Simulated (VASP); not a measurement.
These are optB88-vdW, VASP's PBE PAW potentials (set 64) (plane waves; VASP 6.6.1) values and carry that method's errors.

VASP ran on this input.

**KPOINTS**
```
k-points along high-symmetry lines
15
Line-mode
Reciprocal
  0.000000   0.000000   0.000000 ! GAMMA
 -0.500000  -0.500000   0.000000 ! X

 -0.500000  -0.500000   0.000000 ! X
 -0.375000  -0.375000   0.250000 ! U

 -0.375000  -0.000000   0.375000 ! K
  0.000000   0.000000   0.000000 ! GAMMA

  0.000000   0.000000   0.000000 ! GAMMA
 -0.000000  -0.000000   0.500000 ! L

 -0.000000  -0.000000   0.500000 ! L
 -0.500000  -0.250000   0.250000 ! W

 -0.500000  -0.250000   0.250000 ! W
 -0.500000  -0.500000   0.000000 ! X
```

File POSCAR:
```
SiC
3.0977660
  0.0000000000   0.7071067806   0.7071067806
  0.7071067806   0.0000000000   0.7071067806
  0.7071067806   0.7071067806   0.0000000000
Si C
1 1
Cartesian
  0.0000000000   0.0000000000   0.0000000000
  0.3535533903   0.3535533903   0.3535533903
```

INCAR:
```
AGGAC = 0.0
ALGO = Normal
EDIFF = 1E-7
ENCUT = 520
GGA = BO
ICHARG = 11
ISMEAR = 0
LASPH = T
LCHARG = F
LORBIT = 11
LREAL = F
LUSE_VDW = T
LWAVE = F
NELM = 100
PARAM1 = 0.1833333333
PARAM2 = 0.22
PREC = Accurate
SIGMA = 0.05
SYSTEM = SiC
```

POTCAR, in this order: Si C (PBE.64 set). Program: vasp_std. Read from the step before: CHGCAR.

The resulting files:

File OSZICAR:
```
       N       E                     dE             d eps       ncg     rms          rms(c)
DAV:   1     0.918369663373E+01    0.91837E+01   -0.40720E+03  1472   0.829E+02
DAV:   2    -0.108683558664E+02   -0.20052E+02   -0.18692E+02  2184   0.100E+02
DAV:   3    -0.111577471160E+02   -0.28939E+00   -0.28939E+00  1584   0.154E+01
DAV:   4    -0.111587344359E+02   -0.98732E-03   -0.98732E-03  2480   0.973E-01
DAV:   5    -0.111587347745E+02   -0.33856E-06   -0.33850E-06  1560   0.126E-02
DAV:   6    -0.111587347773E+02   -0.27904E-08   -0.27154E-08  2336   0.722E-04
   1 F= -.11158735E+02 E0= -.11158735E+02  d E =-.389857E-11
```

OUTCAR:
```
 val. band max:        7.8403011073   @ k =   0.0000   0.0000   0.0000

 cond. band min:       9.3899592313   @ k =  -0.5000  -0.5000   0.0000



 k-point     1 :       0.0000    0.0000    0.0000
  band No.  band energies     occupation
      1      -7.3590      2.00000
      2       7.8403      2.00000
      3       7.8403      2.00000
      4       7.8403      2.00000
      5      13.9893      0.00000
      6      15.0770      0.00000
      7      15.0770      0.00000
      8      15.0770      0.00000

 k-point     2 :      -0.0357   -0.0357    0.0000
  band No.  band energies     occupation
      1      -7.3262      2.00000
      2       7.7337      2.00000
      3       7.7749      2.00000
      4       7.7749      2.00000
      5      14.0864      0.00000
      6      14.9878      0.00000
      7      15.1720      0.00000
      8      15.1720      0.00000

 k-point     3 :      -0.0714   -0.0714    0.0000
  band No.  band energies     occupation
      1      -7.2281      2.00000
      2       7.4356      2.00000
      3       7.5907      2.00000
      4       7.5907      2.00000
      5      14.3166      0.00000
      6      14.7637      0.00000
      7      15.4441      0.00000
      8      15.4441      0.00000

 k-point     4 :      -0.1071   -0.1071    0.0000
  band No.  band energies     occupation
      1      -7.0651      2.00000
      2       6.9941      2.00000
      3       7.3173      2.00000
      4       7.3173      2.00000
      5      14.2222      0.00000
      6      14.8086      0.00000
      7      15.8616      0.00000
      8      15.8616      0.00000

 k-point     5 :      -0.1429   -0.1429    0.0000
  band No.  band energies     occupation
      1      -6.8381      2.00000
      2       6.4554      2.00000
      3       6.9890      2.00000
      4       6.9890      2.00000
      5      13.7519      0.00000
      6      15.0651      0.00000
      7      16.3867      0.00000
      8      16.3867      0.00000
...
```

The density is held fixed in this step, so its total energy and stress have no physical meaning.

The compound is SiC in the zinc blende structure. It was relaxed first.
